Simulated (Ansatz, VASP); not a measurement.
# SiC in two plane-wave programs, part 2 of 2

One calculation is typed for both programs; each brings its own data sets. How far apart do they land? Of the first pair: The structure shown is the end of the Ansatz relaxation below.

VASP 6.6.1 and Ansatz 0.2.0.

So far. Step 3 (VASP: single point, LDA): The run ends at a pressure of -12.01 GPa, with forces up to 8.6e-4 eV/Å.

## Step 5: VASP: zone-centre phonons, LDA

Level of this step: LDA; plane waves and PAW (C, Si) (VASP).

Second derivatives magnify differences that forces hide, and they need a tight electronic threshold. The cell compared in this pair holds 73.00 Å³, against 85.98 Å³ for the pair before.

INCAR

```
SYSTEM = SiC
PREC = Accurate
ENCUT = 600
EDIFF = 1E-08
NELM = 120
ISMEAR = 0
SIGMA = 0.01
LREAL = .FALSE.
ALGO = Normal
GGA = PW92
NBANDS = 24
LORBIT = 11
LWAVE = .FALSE.
LCHARG = .FALSE.
ISIF = 2
IBRION = 8
LEPSILON = .TRUE.
LASPH = .TRUE.
GGA_COMPAT = .FALSE.
EFERMI = MIDGAP
KPAR = 2
```

POSCAR

```
SiC
1.0
    2.9535681069      0.0000000000      0.0000000000
   -1.4767840534      2.5578650124      0.0000000000
    0.0000000000      0.0000000000      9.6626296915
C Si
4 4
Direct
    0.6666666666      0.3333333332      0.7498156648
    0.3333333332      0.6666666666      0.2498156648
    0.9999999999      0.9999999999      0.5004280717
    0.9999999999      0.9999999999      0.0004280717
    0.6666666666      0.3333333332      0.9377797141
    0.3333333332      0.6666666666      0.4377797141
    0.9999999999      0.9999999999      0.6879755492
    0.9999999999      0.9999999999      0.1879755492
```

KPOINTS

```
Automatic mesh
0
Gamma
9 9 4
0 0 0
```

Potentials, in the order of the species: C and Si (LDA family, release 64).

On the command line:

```sh
mpirun -np 2 vasp_std
```

Numbers of over 12 decimals in the logs are rounded to 6 here.

The program printed:

```text
[banner, memory and clock lines left out]
running    2 mpi-ranks, on    1 nodes
[...]
[... a notice as in an earlier step ...]

 LDA part: xc-table for (Slater(with rela. corr.)+PW92), standard interpolation
 POSCAR, INCAR and KPOINTS ok, starting setup
[...]
entering main loop
       N       E                     dE             d eps       ncg     rms          rms(c)
DAV:   1     0.890510111101E+02    0.89051E+02   -0.16537E+04  1728   0.138E+03
DAV:   2    -0.685140418555E+02   -0.15757E+03   -0.14648E+03  2376   0.221E+02
DAV:   3    -0.756809905819E+02   -0.71669E+01   -0.71248E+01  2296   0.460E+01
DAV:   4    -0.757652640646E+02   -0.84273E-01   -0.84218E-01  2184   0.599E+00
[...]
DAV:  13    -0.659328479497E+02    0.65364E-06   -0.22647E-06  2248   0.711E-03    0.128E-03
DAV:  14    -0.659328479649E+02   -0.15192E-07   -0.11264E-07  2280   0.203E-03    0.113E-03
DAV:  15    -0.659328479721E+02   -0.71223E-08   -0.50750E-09  1536   0.438E-04
   1 F= -.65932848E+02 E0= -.65932848E+02  d E =0.000000E+00
[...]
RMM:  10    -0.156442731458E-01   -0.27100E-08    0.18619E-08 14456   0.163E-05    0.215E-06
 first order change of Fermi-energy   0.44080E+00
 force on displaced ion       7 direction 1 : -26.030  -0.001   0.000
 Born effective charge ion    7 direction 1 :   2.769  -0.000  -0.000
 Linear response progress:
  Degree of freedom:   8/  8
       N       E                     dE             d eps       ncg     rms          rms(c)
RMM:   1    -0.532820673426E-01   -0.53282E-01    0.30154E-02  5726   0.136E+00
RMM:   2    -0.391563482784E-01    0.14126E-01   -0.60269E-03  3419   0.420E-01    0.185E-01
RMM:   3    -0.382176943373E-01    0.93865E-03   -0.10179E-03  3676   0.138E-01    0.102E-01
RMM:   4    -0.380228562627E-01    0.19484E-03   -0.72761E-04  3786   0.896E-02    0.338E-02
[...]
RMM:  14    -0.380191898630E-01    0.10807E-07    0.74283E-07  3608   0.143E-05    0.271E-07
RMM:  15    -0.380191905466E-01   -0.68362E-09    0.76323E-07  3091   0.136E-05    0.141E-07
RMM:  16    -0.380191954228E-01   -0.48762E-08    0.60490E-07  2494   0.132E-05    0.492E-08
 first order change of Fermi-energy  -0.65001E-01
 force on displaced ion       7 direction 3 :   0.000   0.000 -38.271
 Born effective charge ion    7 direction 3 :   0.000   0.000   3.029
 Born effective charges drift removed
 Linear response finished
```

Parts of OUTCAR (step 5):

```text
 MACROSCOPIC STATIC DIELECTRIC TENSOR IONIC CONTRIBUTION
 ------------------------------------------------------
           3.033675     0.000000    -0.000000
           0.000000     3.033675    -0.000000
          -0.000000    -0.000000     3.398835
 ------------------------------------------------------

[... 1 part as in an earlier step ...]
```

## Step 6: Ansatz: zone-centre phonons, LDA

The same cell, functional (in two slightly different forms) and mesh now go to Ansatz, which takes its cutoff from its data sets.

The cell is taken from a series of runs on this material, whose earlier steps may have relaxed, scaled, displaced or heated it; both programs get it as it stands.

input.yaml

```yaml
crystal:
  lattice:
    - [2.9535681069, 0.0, 0.0]
    - [-1.4767840534, 2.5578650124, 0.0]
    - [0.0, 0.0, 9.6626296915]
  atoms:
    - { symbol: C, position: [0.6666666667, 0.3333333333, 0.7498156648] }
    - { symbol: C, position: [0.3333333333, 0.6666666667, 0.2498156648] }
    - { symbol: C, position: [0.0, 0.0, 0.5004280717] }
    - { symbol: C, position: [0.0, 0.0, 0.0004280717] }
    - { symbol: Si, position: [0.6666666667, 0.3333333333, 0.9377797141] }
    - { symbol: Si, position: [0.3333333333, 0.6666666667, 0.4377797141] }
    - { symbol: Si, position: [0.0, 0.0, 0.6879755492] }
    - { symbol: Si, position: [0.0, 0.0, 0.1879755492] }
kpoints:
  mp_grid: { grid: [9, 9, 4] }
hamiltonian:
  xc: lda
  pseudopotentials: { kind: paw, azcp: { folder: soft_1 }, xc_functional: pbe }
scf:
  occupations: { method: fixed }
output:
  eigenvalues: true
phonons:
  method: dfpt
  dielectric: true
  rigid_motions: translations
```

On the command line:

```sh
ansatz run input.yaml --threads 8 --pin off --max-ram 16384MiB --backend cpu --events-out ev --progress --plain --runs-dir out
```

The program printed:

```text
[...]
Crystal: 8 atoms, lattice volume = 73.000 Å³
Basis set: ecut = 420 eV, 1389 PW (Γ), exchange–correlation on 40×40×144 points (8 copies of the dense FFT grid, shifted against one another)
Bands: 24, of which v1, the nominal top of the filled ones, is band 16 counted from 1 (15 counted from 0)
Symmetry: 12 space group operations
k-points: 95 of 324 (irreducible under 2 space group operations, time reversal used)
[...]
ω (cm⁻¹)  modes    IR ((D/Å)²/amu)
[...]
optical modes at Γ + LO–TO along q̂ = [0.0000, 1.0000, 0.0000]:
      ω (cm⁻¹)  modes    IR ((D/Å)²/amu)
[...]
optical modes at Γ + LO–TO along q̂ = [0.0000, 0.0000, 1.0000]:
      ω (cm⁻¹)  modes    IR ((D/Å)²/amu)
[...]
950.43      1             0.0379
       1024.62      1             0.0000
       1033.57      1             0.0000
       1077.28      1            91.5347
[key lines of the parts left out:]
SCF converged after 10 iterations
Free energy (F): -3408.139000 eV
Fermi energy:    10.968323 eV
```

## Step 7: Side by side

What differs besides the data sets and the points named for the pairs above, as far as they apply: VASP's response is taken on the typed mesh, Ansatz refines its own for the field response alone. Total energies have different zeros and are not compared.

The two programs side by side:

```
                                     quantity  Ansatz    VASP  difference
                                        ε∞ xx    6.75    6.81     -0.91 %
                                        ε∞ yy    6.75    6.81     -0.91 %
                                        ε∞ zz    7.07    7.08     -0.11 %
 Born charge of C1 (mean of the diagonal) (e)   -2.82   -2.80       -0.02
Born charge of Si5 (mean of the diagonal) (e)    2.76    2.75       +0.02
                   optical mode 1 to 2 (cm⁻¹)   188.3   188.7     -0.19 %
                   optical mode 3 to 4 (cm⁻¹)   199.0   199.5     -0.22 %
                   optical mode 5 to 6 (cm⁻¹)   251.5   252.2     -0.27 %
                        optical mode 7 (cm⁻¹)   442.8   443.2     -0.09 %
                        optical mode 8 (cm⁻¹)   452.8   453.5     -0.16 %
                        optical mode 9 (cm⁻¹)   663.0   662.0     +0.16 %
                       optical mode 10 (cm⁻¹)   884.2   882.9     +0.16 %
                 optical mode 11 to 12 (cm⁻¹)   885.9   884.8     +0.13 %
                 optical mode 13 to 14 (cm⁻¹)   888.3   887.0     +0.15 %
                 optical mode 15 to 16 (cm⁻¹)   896.4   895.1     +0.15 %
                 optical mode 17 to 18 (cm⁻¹)   901.6   900.5     +0.13 %
                       optical mode 19 (cm⁻¹)   950.6   949.8     +0.09 %
                       optical mode 20 (cm⁻¹)  1024.6  1023.4     +0.12 %
                       optical mode 21 (cm⁻¹)  1033.6  1032.0     +0.15 %
```

Modes are paired by rising frequency, not by their patterns, so a pair may set unlike modes beside each other; they are those without the splitting of longitudinal modes.

## Step 8: Outcome

| Item | Value |
| --- | --- |
| difference in gap on the k mesh (single point, LDA) | 0.0038 eV |
| r.m.s. difference of the optical zone-centre modes, each program's sorted by frequency (zone-centre phonons, LDA) | 1.0 cm⁻¹ |
| difference in ε∞ xx (zone-centre phonons, LDA) | -0.9 % |

In words: The difference in gap on the k mesh is 0.0038 eV (single point, LDA), within the 0.08 eV picked in this series as the mark of a large difference. Among the rows given in per cent, the largest difference of the zone-centre phonons, LDA pair is in ε∞ xx, -0.9 %. How closely two codes agree says nothing of how well the functional describes the real material.

[Lines on the potential files, build, host, timing and source positions are cut from VASP's logs without a mark.]

[Logs are printed without paths, hosts, clocks, repeated set-up lines and the standing remarks that a program may print on its own settings, such as how far it seeks lower states.]

[Hosts, paths, dates, database ids (printed as entryN), source tags and the programs' standing remarks are cut or masked in the printed files.]
